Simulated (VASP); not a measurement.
Input:

```yaml
crystal:
  lattice:
    - [0.00000, 2.43206, 2.43206]
    - [2.43206, 0.00000, 2.43206]
    - [2.43206, 2.43206, 0.00000]
  atoms:
    - { symbol: B, position: [0.00000, 0.00000, 0.00000] }
    - { symbol: As, position: [0.25000, 0.25000, 0.25000] }
```

Method: HSEsol screened hybrid, VASP's PBE PAW potentials (set 64) (plane waves; VASP 6.6.1). Run with 520 eV cut-off, 8×8×8 Γ-centred mesh, Gaussian smearing of 0.050 eV, potentials B As.

Q: Give the stress tensor in GPa (positive for a compressed cell).

A: 
```
-9.63   0.00   0.00
 0.00  -9.63   0.00
 0.00   0.00  -9.63
```
The pressure is its mean diagonal, -9.63 GPa.

The compound is BAs in the zinc blende structure. This cell is one point of a volume scan, at 1.03 of the reference volume. The cell's shape comes from a PBE relaxation.
